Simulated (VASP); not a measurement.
These are PBEsol GGA, VASP's PBE PAW potentials (set 64) (plane waves; VASP) values and carry that method's errors.

The input files of a VASP run:

POSCAR:
```
PbTe
1
    0.0000000000     3.2206376903     3.2206376903
    3.2206376903    -0.0000000000     3.2206376903
    3.2206376903     3.2206376903     0.0000000000
Te Pb
1 1
Direct
  0.5000000000   0.5000000000   0.5000000000
  0.0000000000   0.0000000000   0.0000000000
```

**INCAR**
```
SYSTEM = PbTe
PREC = Accurate
ENCUT = 480
EDIFF = 1E-7
NELM = 100
ALGO = Normal
LREAL = .FALSE.
LASPH = .TRUE.
ISMEAR = 0
SIGMA = 0.05
GGA = PS
LMAXMIX = 4
LWAVE = .FALSE.
LCHARG = .FALSE.
ISIF = 2
```

File KPOINTS:
```
Automatic mesh
0
Gamma
8 8 8
0 0 0
```

POTCAR, in this order: Te Pb_d (PBE.64 set). Program: vasp_std.

The resulting files:

**OSZICAR**
```
       N       E                     dE             d eps       ncg     rms          rms(c)
DAV:   1     0.146969086016E+03    0.14697E+03   -0.91421E+03   818   0.132E+03
DAV:   2     0.203964021873E+01   -0.14493E+03   -0.14242E+03   872   0.327E+02
DAV:   3    -0.811517004484E+01   -0.10155E+02   -0.10027E+02  1076   0.945E+01
DAV:   4    -0.836574925246E+01   -0.25058E+00   -0.25051E+00   950   0.182E+01
DAV:   5    -0.837600540094E+01   -0.10256E-01   -0.10256E-01  1136   0.324E+00    0.343E+00
DAV:   6    -0.826457402323E+01    0.11143E+00   -0.25978E-01  1124   0.451E+00    0.213E+00
DAV:   7    -0.825879678387E+01    0.57772E-02   -0.75705E-02  1032   0.171E+00    0.876E-01
DAV:   8    -0.825906089516E+01   -0.26411E-03   -0.84452E-03   986   0.109E+00    0.126E-01
DAV:   9    -0.825901410198E+01    0.46793E-04   -0.95505E-04  1186   0.354E-01    0.394E-02
DAV:  10    -0.825901895443E+01   -0.48525E-05   -0.81761E-05   910   0.869E-02    0.225E-02
DAV:  11    -0.825902141356E+01   -0.24591E-05   -0.17716E-05  1008   0.333E-02    0.106E-02
DAV:  12    -0.825902140113E+01    0.12428E-07   -0.11753E-06   980   0.103E-02    0.630E-03
DAV:  13    -0.825902122971E+01    0.17142E-06   -0.77543E-08   588   0.240E-03    0.273E-03
DAV:  14    -0.825902126502E+01   -0.35304E-07   -0.16326E-07   522   0.431E-03
   1 F= -.82590213E+01 E0= -.82590213E+01  d E =-.638430E-18
```

OUTCAR:
```
------------------------ aborting loop because EDIFF is reached ----------------------------------------
  FORCE on cell =-STRESS in cart. coord.  units (eV):
  Direction    XX          YY          ZZ          XY          YZ          ZX
  --------------------------------------------------------------------------------------
  Total        0.0140488      0.0140488      0.0140488      0.0000000      0.0000000      0.0000000
  in kB        0.3368955      0.3368955      0.3368955      0.0000000      0.0000000      0.0000000
  external PRESSURE =       0.3368955 kB  Pullay stress =       0.0000000 kB
  volume of cell :       66.81
      direct lattice vectors                 reciprocal lattice vectors
     0.000000000  3.220637690  3.220637690    -0.155248758  0.155248758  0.155248758
     3.220637690  0.000000000  3.220637690     0.155248758 -0.155248758  0.155248758
     3.220637690  3.220637690  0.000000000     0.155248758  0.155248758 -0.155248758
  FREE ENERGIE OF THE ION-ELECTRON SYSTEM (eV)
  ---------------------------------------------------
  free  energy   TOTEN  =        -8.2590212650 eV

  energy  without entropy=       -8.2590212650  energy(sigma->0) =       -8.25902127
```
(Selected blocks of OUTCAR.)

The compound is PbTe in the rock salt structure. It was relaxed first.
